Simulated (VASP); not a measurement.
These are vdW-DF2, VASP's PBE PAW potentials (set 64) (plane waves; VASP) values and carry that method's errors.

The input files of a VASP run:

### POSCAR
```
CdTe
1
    0.0000000000     3.4056570687     3.4056570687
    3.4056570687     0.0000000000     3.4056570687
    3.4056570687     3.4056570687     0.0000000000
Cd Te
1 1
Direct
  0.0000000000   0.0000000000   0.0000000000
  0.2500000000   0.2500000000   0.2500000000
```

INCAR:
```
! general
SYSTEM   = CdTe
PREC     = Accurate
ENCUT    = 520
LREAL    = .FALSE.
LASPH    = .TRUE.

! electronic loop
EDIFF    = 1E-7
NELM     = 100
ALGO     = Normal
LMAXMIX  = 4

! smearing
ISMEAR   = -5

! functional
GGA      = ML
LUSE_VDW = .TRUE.
AGGAC    = 0.0
ZAB_VDW  = -1.8867

! ions
ISIF     = 2

! output
LWAVE    = .FALSE.
LCHARG   = .TRUE.
LORBIT   = 11
NEDOS    = 601
```

File KPOINTS:
```
K-points
0
G
 8 8 8
```

POTCAR, in this order: Cd Te (PBE.64 set). Program: vasp_std.

What VASP printed:

**OSZICAR**
```
       N       E                     dE             d eps       ncg     rms          rms(c)
DAV:   1     0.107305412341E+03    0.10731E+03   -0.81259E+03   754   0.117E+03
DAV:   2     0.482806241218E+01   -0.10248E+03   -0.99048E+02   899   0.271E+02
DAV:   3     0.512283750938E+00   -0.43158E+01   -0.43083E+01   869   0.580E+01
DAV:   4     0.469034824210E+00   -0.43249E-01   -0.43245E-01  1052   0.514E+00
DAV:   5     0.468702149235E+00   -0.33267E-03   -0.33267E-03   889   0.351E-01    0.408E+00
DAV:   6     0.724825790171E+00    0.25612E+00   -0.53907E-01   824   0.807E+00    0.348E+00
DAV:   7     0.735125454956E+00    0.10300E-01   -0.10639E-01   824   0.229E+00    0.145E+00
DAV:   8     0.734084888845E+00   -0.10406E-02   -0.75979E-03   799   0.117E+00    0.389E-01
DAV:   9     0.733685371033E+00   -0.39952E-03   -0.15391E-03   819   0.418E-01    0.833E-02
DAV:  10     0.733654207018E+00   -0.31164E-04   -0.95642E-05   885   0.112E-01    0.614E-02
DAV:  11     0.733630965359E+00   -0.23242E-04   -0.55697E-05   799   0.754E-02    0.124E-02
DAV:  12     0.733631075279E+00    0.10992E-06   -0.28632E-06   932   0.162E-02    0.603E-03
DAV:  13     0.733631245795E+00    0.17052E-06   -0.87873E-08   563   0.290E-03    0.441E-03
DAV:  14     0.733631338892E+00    0.93097E-07   -0.67833E-08   442   0.221E-03
   1 F= 0.73363134E+00 E0= 0.73363134E+00  d E =0.000000E+00
```

OUTCAR:
```
------------------------ aborting loop because EDIFF is reached ----------------------------------------
  FORCE on cell =-STRESS in cart. coord.  units (eV):
  Direction    XX          YY          ZZ          XY          YZ          ZX
  --------------------------------------------------------------------------------------
  Total        0.0020442      0.0020442      0.0020442     -0.0000000      0.0000000     -0.0000000
  in kB        0.0414564      0.0414564      0.0414564     -0.0000000      0.0000000     -0.0000000
  external PRESSURE =       0.0414564 kB  Pullay stress =       0.0000000 kB
  volume of cell :       79.00
      direct lattice vectors                 reciprocal lattice vectors
     0.000000000  3.405657069  3.405657069    -0.146814547  0.146814547  0.146814547
     3.405657069  0.000000000  3.405657069     0.146814547 -0.146814547  0.146814547
     3.405657069  3.405657069  0.000000000     0.146814547  0.146814547 -0.146814547
  FREE ENERGIE OF THE ION-ELECTRON SYSTEM (eV)
  ---------------------------------------------------
  free  energy   TOTEN  =         0.7336313389 eV

  energy  without entropy=        0.7336313389  energy(sigma->0) =        0.73363134

 total charge

# of ion       s       p       d       tot
------------------------------------------
    1        0.475   0.244   9.531  10.250
    2        1.388   1.998   0.013   3.399
--------------------------------------------------
tot          1.863   2.243   9.544  13.649
```
(Selected blocks of OUTCAR.)

**OUTCAR**
```
 val. band max:        1.1310388082   @ k =   0.0000   0.0000   0.0000

 cond. band min:       1.2001346672   @ k =   0.0000   0.0000   0.0000


 Fermi energy:         1.1509408991

 k-point     1 :       0.0000    0.0000    0.0000
  band No.  band energies     occupation
      1      -9.3840      2.00000
      2      -6.8732      2.00000
      3      -6.8732      2.00000
      4      -6.8732      2.00000
      5      -6.7139      2.00000
      6      -6.7139      2.00000
      7       1.1310      2.00000
      8       1.1310      2.00000
      9       1.1310      2.00000
     10       1.2001      0.00000
     11       5.7409      0.00000
     12       5.7409      0.00000
     13       5.7409      0.00000

 k-point     2 :       0.1250    0.0000    0.0000
  band No.  band energies     occupation
      1      -9.3440      2.00000
      2      -6.8665      2.00000
      3      -6.8665      2.00000
      4      -6.8370      2.00000
      5      -6.7143      2.00000
      6      -6.7143      2.00000
      7      -0.1009      2.00000
      8       1.0317      2.00000
      9       1.0317      2.00000
     10       2.2135      0.00000
     11       5.6158      0.00000
     12       5.9082      0.00000
     13       5.9082      0.00000

 k-point     3 :       0.2500    0.0000    0.0000
  band No.  band energies     occupation
      1      -9.2478      2.00000
      2      -6.8514      2.00000
      3      -6.8514      2.00000
      4      -6.7253      2.00000
      5      -6.7138      2.00000
      6      -6.7138      2.00000
      7      -1.3079      2.00000
      8       0.8163      2.00000
      9       0.8163      2.00000
     10       2.6589      0.00000
     11       6.0649      0.00000
     12       6.1907      0.00000
     13       6.1907      0.00000

 k-point     4 :       0.3750    0.0000    0.0000
  band No.  band energies     occupation
      1      -9.1532      2.00000
      2      -6.8388      2.00000
      3      -6.8388      2.00000
...
```

Unless said otherwise, spin-orbit coupling is left out, though it shifts the bands of the heavy elements here.

The compound is CdTe in the zinc blende structure. It was relaxed first, which changed the volume by +16 %.
